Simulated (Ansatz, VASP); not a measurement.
# YTe: VASP beside Ansatz, part 2 of 2

One calculation is typed for both programs; each brings its own data sets and cutoff. How far apart do they land?

VASP 6.6.1 and Ansatz 0.2.0.

So far: The starting structure; VASP: relaxation of cell and atoms, PBEsol.

The database entry behind the starting cell differs from later determinations by our own check (0.1 to 0.3 % short, probably kX units), so it need not match the best structure at ambient conditions.

### 3. Ansatz: relaxation of cell and atoms, PBEsol

Level of this step: Ansatz beside VASP: Kohn-Sham DFT, plane waves, PBEsol (Ansatz).

Ansatz runs on its default PAW (the set named soft_2) files.

The same cell, functional, mesh and smearing now go to Ansatz, which takes its cutoff from its data sets.

input.yaml reads:

```yaml
crystal:
  lattice:
    - [0.0, 3.04294944, 3.04294944]
    - [3.04294944, 0.0, 3.04294944]
    - [3.04294944, 3.04294944, 0.0]
  atoms:
    - { symbol: Te, position: [0.0, 0.0, 0.0] }
    - { symbol: "Y", position: [0.5, 0.5, 0.5] }
hamiltonian:
  xc: pbesol
  pseudopotentials: { kind: paw }
kpoints:
  mp_grid: { grid: [9, 9, 9] }
scf:
  occupations: { method: methfessel_paxton, width: 0.2 }
relax:
  f_tol: 0.01
  max_steps: 60
  cell: { stress_tol: 0.05 }
output:
  forces: true
  stress: true
```

Launch:

```sh
> ansatz run input.yaml --threads 4 --pin off --max-ram 9216MiB --backend cpu --events-out ev --progress --plain --runs-dir out
```

Numbers of over 12 decimals in the logs are rounded to 6 here.

What it wrote:

```text
Engine: ansatz 0.2.0, aarch64-unknown-linux-gnu
Pseudopotentials: kind: paw
Pseudopotential: Te, paw, valence charge 16, recommended cutoff 420 eV (normal), Te.paw.azcp
Pseudopotential: Y, paw, valence charge 11, recommended cutoff 420 eV (normal), Y.paw.azcp
Functional definition: PBEsol
  exchange = pbesol_x
  correlation = pbesol_c
Crystal: 2 atoms, lattice volume = 56.353 Å³
Basis set: ecut = 420 eV, 1067 PW (Γ), exchange–correlation on 60×60×60 points (8 copies of the dense FFT grid, shifted against one another)
Bands: 18, of which v1, the nominal top of the filled ones, is band 14 counted from 1 (13 counted from 0)
Symmetry: 48 space group operations
Space group: Fm-3m (ITA 225), of the structure as read, at distance tolerance 3.8e-5 Å
k-points: 35 of 729
Non-local potential: Te, projectors of the file, l = 0: 2, l = 1: 2, l = 2: 2, l = 3: 2
Non-local potential: Y, projectors of the file, l = 0: 3, l = 1: 2, l = 2: 2, l = 3: 1
PAW form: soft (Blöchl's): semilocal exchange-correlation on the pseudo side does not see the compensation charge
PAW frozen core: Te, regenerated for the run's functional, and the local potential with it (the file was generated under x = pbe(κ = 0.804, μ = 0.219515), c = pbe(β = 0.066725))
PAW frozen core: Y, regenerated for the run's functional, and the local potential with it (the file was generated under x = pbe(κ = 0.804, μ = 0.219515), c = pbe(β = 0.066725))
PAW one-centre angular grid: Te, 590 points (default); XC on 64 Gauss nodes
PAW one-centre angular grid: Y, 590 points (default); XC on 64 Gauss nodes
Initial density: superposition of atomic densities (neutral atoms: chi_scale 0, normalization atom), corrected by the library's trained network
Initial wavefunctions: pseudopotential atomic-orbital guess
Functional: x = pbesol(κ = 0.804, μ = 0.123457), c = pbesol(β = 0.046)
SCF iter   1: F=—  HF=-10699.350213 eV  |F-HF|=—  |Δ(HF+E_count)|=         —  Δρ=2.44e-3  dr2=3.67e-3  ethr=1.77e-3  ⟨swp⟩=5.8  Hψ=6815  notcnv=0
automatic band count: the SCF goes on with 22 bands, as 18 were too few: the levels above may hold too much charge
preconditioner: auto → Kerker (q_TF=auto, 2.413 Å⁻¹)  [metal: Δε(μ)=0.064 eV  Ē_g=9.772 eV  σ=0.200 eV  W_gap=0.26  n_scr=14 (ndim 8)  ℏωp=14.8 eV  f_vac=0.000  D(μ)=1.02/eV (n_scr^D=8)]
SCF iter   2: F=—  HF=-10699.348295 eV  |F-HF|=—  |Δ(HF+E_count)|=   1.92e-3  S|Δr|=    0.00e0  Δρ=1.59e-3  dr2=1.76e-3  ethr=1.36e-5  ⟨swp⟩=2.1  Hψ=1205  notcnv=0
SCF iter   3: F=—  HF=-10699.347969 eV  |F-HF|=—  |Δ(HF+E_count)|=   3.26e-4  S|Δr|=    0.00e0  Δρ=5.01e-4  dr2=1.02e-4  ethr=6.53e-6  ⟨swp⟩=2.0  Hψ=1126  notcnv=0
SCF iter   4: F=—  HF=-10699.347864 eV  |F-HF|=—  |Δ(HF+E_count)|=   1.05e-4  S|Δr|=    0.00e0  Δρ=2.22e-4  dr2=4.34e-5  ethr=3.78e-7  ⟨swp⟩=2.0  Hψ=1128  notcnv=0
SCF iter   5: F=—  HF=-10699.347854 eV  |F-HF|=—  |Δ(HF+E_count)|=   9.70e-6  S|Δr|=    0.00e0  Δρ=1.35e-4  dr2=1.31e-5  ethr=1.61e-7  ⟨swp⟩=1.6  Hψ=866  notcnv=0
SCF iter   6: F=—  HF=-10699.347849 eV  |F-HF|=—  |Δ(HF+E_count)|=   4.96e-6  S|Δr|=    0.00e0  Δρ=4.94e-5  dr2=1.47e-6  ethr=4.86e-8  ⟨swp⟩=2.8  Hψ=1057  notcnv=0
SCF iter   7: F=-10699.347848 eV  HF=-10699.347848 eV  |F-HF|=8.54e-8  |Δ(HF+E_count)|=   7.98e-7  S|Δr|=    0.00e0  Δρ=1.08e-5  dr2=6.52e-8  ethr=3.70e-10  ⟨swp⟩=3.5  Hψ=2689  notcnv=0
SCF 1 converged in 7 iterations: F = -10699.347848 eV  dr2 = 6.52e-8
  greatest PAW one-centre occupation: 0.998 electrons in one spin orbital (limit 2), on the Te atom at site 0 (counted from 0), in its partial waves of l = 2
relax step   1: F+E_penalty+E_count = -10699.34784838 eV  Δ(F+E_penalty+E_count) = +0.000e0 eV  max|allowed force component| = 1.604e-29 eV/Å  Δτ_max = 0.0000 Å  P = -0.228 GPa  Ω = 56.353 Å³  (7 SCF iters, dr2 threshold 1.00e-7 eV, accepted)
[...]
relax step   2: F+E_penalty+E_count = -10699.34790469 eV  Δ(F+E_penalty+E_count) = -5.631e-5 eV  max|allowed force component| = 8.349e-30 eV/Å  Δτ_max = 0.0000 Å  P = +0.214 GPa  Ω = 55.992 Å³  energy of the carried Pulay correction = +3.796e-5 eV  (4 SCF iters, dr2 threshold 1.30e-7 eV, accepted)
[...]
relax step   3: F+E_penalty+E_count = -10699.34800181 eV  Δ(F+E_penalty+E_count) = -9.712e-5 eV  max|allowed force component| = 6.672e-30 eV/Å  Δτ_max = 0.0000 Å  P = -0.001 GPa  Ω = 56.166 Å³  energy of the carried Pulay correction = +1.958e-5 eV  (4 SCF iters, dr2 threshold 1.15e-7 eV, accepted)
[...]
relax step   4: F+E_penalty+E_count = -10699.34797762 eV  Δ(F+E_penalty+E_count) = +2.419e-5 eV  max|allowed force component| = 1.193e-29 eV/Å  Δτ_max = 0.0000 Å  P = -0.001 GPa  Ω = 56.166 Å³  stress off target by 1.21e-3 GPa  SCF on the basis re-selected at this cell (its energy is not comparable with the rows above)  (5 SCF iters)
basis re-selected at this cell: Δ(F+E_penalty+E_count) = +2.419e-5 eV, ΔP = +0.000 GPa vs the last step (what re-selecting the basis moved, of the pressure what is left beyond the Pulay correction that the steps carried, after the strain that the cell walked since its last selection, with what the two solves' SCF thresholds leave and, on support functions, any second-order correction that the steps lacked; it is no m [...]
SCF converged after 5 iterations
Stability not checked: this state was not tested for a lower state beside it, because cold or Methfessel-Paxton smearing, or corrected tetrahedra, fill the levels in a way that the test cannot read (fill_not_monotonic; see scf.lower_state_search)
Free energy (F): -10699.347978 eV
Harris-Foulkes:  -10699.347978 eV  (|F-HF|=0.00e0)
Internal energy: -10699.346998 eV  (E = F + TS)
E sigma→0 (E₀):  -10699.347733 eV
Entropy (-TS):   -0.000979 eV (-0.490 meV/atom)
Fermi energy:    12.294844 eV
--- Per-component energies (eV) ---
  E_band       = -327.032354
  E_kinetic    = 489.143410
  E_local      = -1732.265814  (includes V_loc(G=0)·N_el)
  E_nonlocal   = -255.752963
  E_hartree    = 956.680025
  E_xc         = -297.123563
  E_vxc        = -305.169744  (∫ρ·V_xc dr)
  E_paw        = -7359.128649  (= ΣΔE_a)
  E_vpaw       = -436.347129  (= ΣTr[D̂ρ^β])
  E_aug_tail   = -0.000182  (compensation charges beyond the density's cutoff)
  E_ewald      = -2501.422850
  E_core_change = 0.523588  (= ΣΔE_core)
  E_smearing   = -0.000979  (= −TS)
  E_closure    = 0.000000  (closes the sum)
  Σ components = -10699.347978   (vs F -10699.347978, Δ=0.00e0)
--- Forces (eV/Å), atoms counted from 1 ---
  atom   1  Te    -0.00000000    -0.00000000    -0.00000000
  atom   2  Y      0.00000000    -0.00000000     0.00000000
  max |Σ_I F_I| component: 2.24e-29 eV/Å
--- Stress (GPa, compression-positive) ---
       -0.001209       0.000000      -0.000000
        0.000000      -0.001209      -0.000000
       -0.000000      -0.000000      -0.001209
  P = ⅓ Tr σ = -0.0012 GPa (-0.012 kbar)
--- Relaxed structure (3 steps of the walk, 3 accepted, 1 SCFs on fresh bases) ---
  F+E_penalty+E_count = -10699.34797762 eV   max|allowed force component| = 1.193e-29 eV/Å   (the final SCF, on the basis selected at the relaxed cell)
  cell:  # Å, volume = 56.1661 Å³
    - [0, 3.039589, 3.039589]
    - [3.039589, 0, 3.039589]
    - [3.039589, 3.039589, 0]
  atoms:
    - { symbol: Te, position: [0, 0, 0] }
    - { symbol: Y, position: [0.5, 0.5, 0.5] }
```

The job ended after 3.6 s (4 threads of Arm Neoverse N1, shared host; peak memory 0.38 GiB).

### 4. Side by side

Known differences besides the potentials themselves: both relaxations stop at a tolerance, which leaves soft axes loose, and VASP keeps its plane-wave basis; the data sets hold 27 valence electrons in Ansatz (default PAW (the set named soft_2) files) and 17 in VASP; the cutoff is 420 eV in Ansatz and 350 eV in VASP; Ansatz makes its cores anew for this functional, VASP keeps those of its PBE data sets; Ansatz adds a Pulay correction to the stress that steers its cell, VASP none. Total energies have different zeros and are not compared.

Compared:

| quantity | Ansatz | VASP | difference |
| --- | --- | --- | --- |
| volume (Å³) | 56.17 | 56.18 | -0.02 % |
| edge a after relaxation, in the typed setting (Å) | 4.299 | 4.299 | -0.01 % |

The walks stopped with 0.00 GPa left in Ansatz and 0.01 GPa in VASP; each walk ends within a tolerance, so the volume difference is uncertain by about these residues over the bulk modulus, most in soft cells.

### 5. Results

```json
{
 "difference in volume (relaxation of cell and atoms, PBEsol)": "-0.022 %"
}
```

In words: The difference in volume is -0.022 % (relaxation of cell and atoms, PBEsol), within the 1.2 % picked in this series as the mark of a large difference, as far as the stopping tolerances let one tell. Such differences can come from data sets, numerical settings and the points named under the comparisons, not from the functional's error against experiment.

[Lines on the potential files, build, host, timing and source positions are cut from VASP's logs without a mark.]

[Logs are printed without paths, hosts, clocks, repeated set-up lines and the standing remarks that a program may print on its own settings, such as how far it seeks lower states.]

[Hosts, paths, dates, database ids (printed as entryN), source tags and the programs' standing remarks are cut or masked in the printed files.]
